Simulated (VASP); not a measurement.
Input for VASP

**POSCAR**
```
HgS
1.0
  0.0000000000   2.9835000000   2.9835000000
  2.9835000000   0.0000000000   2.9835000000
  2.9835000000   2.9835000000   0.0000000000
Hg S
1 1
Direct
  0.0000000000   0.0000000000   0.0000000000
  0.2500000000   0.2500000000   0.2500000000
```

### INCAR
```
SYSTEM = HgS
PREC = Accurate
ENCUT = 400
EDIFF = 1E-6
NELM = 100
ALGO = Normal
LREAL = .FALSE.
LASPH = .TRUE.
ISMEAR = 0
SIGMA = 0.02
GGA = PE
LMAXMIX = 6
LWAVE = .FALSE.
LCHARG = .FALSE.
ISIF = 2
```

KPOINTS:
```
kpoints
0
Gamma
  7 7 7
```

POTCAR, in this order: Hg S (PBE.64 set). Program: vasp_std.

Question: Write an equivalent input for Quantum ESPRESSO's pw.x.

Answer: One equivalent input (not run):
```
&CONTROL
  calculation = 'scf'
  pseudo_dir = './pseudo'
  outdir = './out'
  tprnfor = .true.
  tstress = .true.
/
&SYSTEM
  ibrav = 0
  nat = 2
  ntyp = 2
  ecutwfc = 66
  occupations = 'smearing'
  smearing = 'gaussian'
  degauss = 0.00147
  input_dft = 'pbe'
/
&ELECTRONS
  conv_thr = 7.3e-08
  electron_maxstep = 100
/
ATOMIC_SPECIES
  Hg 200.592 Hg.upf
  S 32.060 S.upf
CELL_PARAMETERS angstrom
     0.0000000    2.9835000    2.9835000
     2.9835000    0.0000000    2.9835000
     2.9835000    2.9835000    0.0000000
ATOMIC_POSITIONS crystal
  Hg   0.0000000  0.0000000  0.0000000
  S    0.2500000  0.2500000  0.2500000
K_POINTS automatic
  7 7 7 0 0 0
```
What does not carry over: the potentials are each code's own (VASP's PAW set, PseudoDojo norm-conserving files in pw.x), so ENCUT and ecutwfc are chosen apart and not converted; conv_thr bounds pw.x's estimated SCF error, while EDIFF bounds the energy change between steps.

The compound is HgS in the zinc blende structure, metacinnabar; cinnabar is the stable form. The cell was not relaxed at this level. The run is one of a series of settings (SIGMA = 0.02 against the base run), some of them coarse on purpose.
